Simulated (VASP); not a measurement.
**ScTe (relaxed from the CsCl type structure, space group Pm-3m): computed properties**

Method: LDA (Ceperley-Alder, Perdew-Zunger), VASP's LDA PAW potentials (set 64) (plane waves; VASP).

For ScTe, the space group comes out as Pm-3m (221) and the cell is a = 3.536 Å, b = 3.536 Å, c = 3.536 Å, α = 90.00°, β = 90.00°, γ = 90.00°. The volume per atom is 22.11 Å³/atom and the band gap (over mesh and band path) is none (metal, semimetal or under 0.01 eV). The density is 6.48 g/cm³.

```yaml
crystal:
  lattice:
    - [3.53618, 0.00000, 0.00000]
    - [0.00000, 3.53618, 0.00000]
    - [0.00000, 0.00000, 3.53618]
  atoms:
    - { symbol: Sc, position: [0.00000, 0.00000, 0.00000] }
    - { symbol: Te, position: [0.50000, 0.50000, 0.50000] }
```

Unless said otherwise, spin-orbit coupling is left out, though it shifts the bands of the heavy elements here.

The structure was generated: ScTe was put into the CsCl type type (Pm-3m), which need not be its known phase. It was relaxed first, which changed the volume by -31 %. Symmetry was kept, so distortions that lower it aren't found. The electron count is odd and the run is not spin-polarised, which forces a metal.
